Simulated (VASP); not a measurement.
Level of theory: optB86b-vdW, VASP's PBE PAW potentials (set 64) (plane waves; VASP).

Input for VASP

POSCAR:
```
W
1
   -1.5859237444     1.5859237444     1.5859237444
    1.5859237444    -1.5859237444     1.5859237444
    1.5859237444     1.5859237444    -1.5859237444
W
1
Direct
  0.0000000000   0.0000000000   0.0000000000
```

### INCAR
```
SYSTEM = W
PREC = Accurate
ENCUT = 520
EDIFF = 1E-7
NELM = 100
ALGO = Normal
LREAL = .FALSE.
LASPH = .TRUE.
ISMEAR = -5
GGA = MK
PARAM1 = 0.1234
PARAM2 = 1.0
LUSE_VDW = .TRUE.
AGGAC = 0.0
LMAXMIX = 6
LWAVE = .FALSE.
LCHARG = .TRUE.
LORBIT = 11
NEDOS = 601
ISIF = 2
```

File KPOINTS:
```
Regular mesh
0
Gamma
  18 18 18
0 0 0
```

POTCAR, in this order: W_sv (PBE.64 set). Program: vasp_std.

Output of the run:

OSZICAR:
```
       N       E                     dE             d eps       ncg     rms          rms(c)
DAV:   1     0.801452626604E+02    0.80145E+02   -0.78519E+03  4290   0.145E+03
DAV:   2    -0.911933818612E+01   -0.89265E+02   -0.86623E+02  4592   0.335E+02
DAV:   3    -0.107118898911E+02   -0.15926E+01   -0.15802E+01  4930   0.439E+01
DAV:   4    -0.107205721464E+02   -0.86823E-02   -0.86997E-02  4584   0.353E+00
DAV:   5    -0.107206408103E+02   -0.68664E-04   -0.68710E-04  4827   0.320E-01    0.207E+01
DAV:   6    -0.102384100052E+02    0.48223E+00   -0.56365E-01  4554   0.995E+00    0.825E+00
DAV:   7    -0.101146088814E+02    0.12380E+00   -0.29563E-01  4746   0.676E+00    0.630E-01
DAV:   8    -0.101107209535E+02    0.38879E-02   -0.39752E-03  4395   0.949E-01    0.847E-02
DAV:   9    -0.101107656425E+02   -0.44689E-04   -0.10673E-04  4892   0.132E-01    0.544E-02
DAV:  10    -0.101107674572E+02   -0.18146E-05   -0.19879E-05  4590   0.663E-02    0.897E-03
DAV:  11    -0.101107685945E+02   -0.11374E-05   -0.22032E-07  4189   0.656E-03    0.826E-04
DAV:  12    -0.101107677190E+02    0.87553E-06   -0.16485E-08  2415   0.160E-03    0.748E-05
DAV:  13    -0.101107677525E+02   -0.33562E-07   -0.85878E-10  2247   0.452E-04
   1 F= -.10110768E+02 E0= -.10110768E+02  d E =0.000000E+00
```

**OUTCAR**
```
------------------------ aborting loop because EDIFF is reached ----------------------------------------
  FORCE on cell =-STRESS in cart. coord.  units (eV):
  Direction    XX          YY          ZZ          XY          YZ          ZX
  --------------------------------------------------------------------------------------
  Total       -0.0087576     -0.0087576     -0.0087576     -0.0000000     -0.0000000      0.0000000
  in kB       -0.8794074     -0.8794074     -0.8794074     -0.0000000     -0.0000000      0.0000000
  external PRESSURE =      -0.8794074 kB  Pullay stress =       0.0000000 kB
  volume of cell :       15.96
      direct lattice vectors                 reciprocal lattice vectors
    -1.585923744  1.585923744  1.585923744     0.000000000  0.315273670  0.315273670
     1.585923744 -1.585923744  1.585923744     0.315273670  0.000000000  0.315273670
     1.585923744  1.585923744 -1.585923744     0.315273670  0.315273670  0.000000000
 POSITION                                       TOTAL-FORCE (eV/Angst)
 -----------------------------------------------------------------------------------
      0.00000      0.00000      0.00000         0.000000     -0.000000      0.000000
 -----------------------------------------------------------------------------------
    total drift:                                0.000000     -0.000000     -0.000000
  FREE ENERGIE OF THE ION-ELECTRON SYSTEM (eV)
  ---------------------------------------------------
  free  energy   TOTEN  =       -10.1107677525 eV

  energy  without entropy=      -10.1107677525  energy(sigma->0) =      -10.11076775

 total charge

# of ion       s       p       d       tot
------------------------------------------
    1        2.403   6.340   3.355  12.098
```
(Selected blocks of OUTCAR.)

**OUTCAR**
```
 val. band max:       11.3485410091   @ k =   0.5000   0.5000   0.0556

 cond. band min:      11.1973614962   @ k =  -0.1667   0.1667   0.1667


 Fermi energy:        11.2737253197

 k-point     1 :       0.0000    0.0000    0.0000
  band No.  band energies     occupation
      1     -62.9617      2.00000
      2     -26.5250      2.00000
      3     -26.5250      2.00000
      4     -26.5250      2.00000
      5       1.6741      2.00000
      6      10.0044      2.00000
      7      10.0044      2.00000
      8      10.0044      2.00000
      9      13.4696      0.00000
     10      13.4696      0.00000
     11      25.8145      0.00000

 k-point     2 :       0.0556    0.0000    0.0000
  band No.  band energies     occupation
      1     -62.9578      2.00000
      2     -26.5661      2.00000
      3     -26.5379      2.00000
      4     -26.5252      2.00000
      5       1.8230      2.00000
      6       9.9142      2.00000
      7       9.9851      2.00000
      8      10.1476      2.00000
      9      13.3242      0.00000
     10      13.4704      0.00000
     11      25.9417      0.00000

 k-point     3 :       0.1111    0.0000    0.0000
  band No.  band energies     occupation
      1     -62.9466      2.00000
      2     -26.6833      2.00000
      3     -26.5747      2.00000
      4     -26.5257      2.00000
      5       2.2532      2.00000
      6       9.6651      2.00000
      7       9.9005      2.00000
      8      10.5722      2.03900
      9      13.0118      0.00000
     10      13.4799      0.00000
     11      26.2604      0.00000

 k-point     4 :       0.1667    0.0000    0.0000
  band No.  band energies     occupation
      1     -62.9293      2.00000
      2     -26.8594      2.00000
      3     -26.6306      2.00000
      4     -26.5266      2.00000
      5       2.9112      2.00000
      6       9.3094      2.00000
      7       9.7091      2.00000
      8      11.2642      0.87909
      9      12.7801      0.00000
...
```

For a metal the tetrahedron method with Blöchl corrections gives inexact stress and forces. Unless said otherwise, spin-orbit coupling is left out, though it shifts the bands of the heavy elements here.

The compound is W in the bcc structure. It was relaxed first.
